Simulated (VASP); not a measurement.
Here is the system:

```xyz
4
Lattice="3.9125 0.0000 0.0000 0.0000 3.9125 0.0000 0.0000 0.0000 3.9125" Properties=species:S:1:pos:R:3 pbc="T T T"
Ti     0.0000     0.0000     0.0000
Pt     0.0000     1.9562     1.9562
Pt     1.9562     0.0000     1.9562
Pt     1.9562     1.9562     0.0000
```

Method: optB88-vdW, VASP's PBE PAW potentials (set 64) (plane waves; VASP). Settings: 520 eV cut-off, 8×8×8 Γ-centred mesh, first-order Methfessel-Paxton smearing of 0.10 eV, potentials Ti_sv Pt.

**Question.** Give the stress tensor in GPa (positive for a compressed cell).

**Answer.** 
```
7.79  0.00  0.00
0.00  7.79  0.00
0.00  0.00  7.79
```
The pressure is its mean diagonal, 7.79 GPa.

The compound is Pt3Ti in the L1_2 structure. This cell is one point of a volume scan, at 0.97 of the reference volume.
